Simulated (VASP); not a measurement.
A run of VASP 6.6.1:

INCAR

```
SYSTEM = Dy
ALGO = Normal ; EDIFF = 1E-7
ENCUT = 520 ; GGA = PE
ISIF = 2 ; ISMEAR = 0
ISPIN = 2 ; LASPH = .TRUE.
LCHARG = .TRUE. ; LDAU = .TRUE.
LDAUJ = 0 ; LDAUL = 3
LDAUPRINT = 1 ; LDAUTYPE = 2
LDAUU = 4 ; LELF = .TRUE.
LMAXMIX = 6 ; LORBIT = 11
LREAL = .FALSE. ; LVHAR = .TRUE.
LWAVE = .FALSE. ; MAGMOM = 5 5
NBANDS = 31 ; NELM = 150
PREC = Accurate ; SIGMA = 0.05
```

File KPOINTS:

```
k-points
0
G
  5 5 3
  0 0 0
```

File POSCAR:

```
Dy
1.0
    3.5899994044      0.0000000000      0.0000000000
   -1.7949997022      3.1090306838      0.0000000000
    0.0000000000      0.0000000000      5.6470690631
Dy
2
Direct
    0.3333333333      0.6666666667      0.7500000000
    0.6666666667      0.3333333333      0.2500000000
```

Potentials or basis: VASP PAW PBE potentials, release 64 (Dy).

The run is started by

```console
$ cat potpaw_PBE.64/Dy/POTCAR > POTCAR
$ mpirun -np 1 vasp_std > vasp.out
```

Hardware: 1 thread of AMD EPYC 9R45 96-Core Processor (Zen 5), on a shared host.

**Question.** How long does it take, and how much memory?

**Answer.** Wall time 100 s on 1 thread of AMD EPYC 9R45 96-Core Processor (Zen 5), on a shared host, peak memory 0.19 GiB. Counts: scf iterations 45, k points 10.
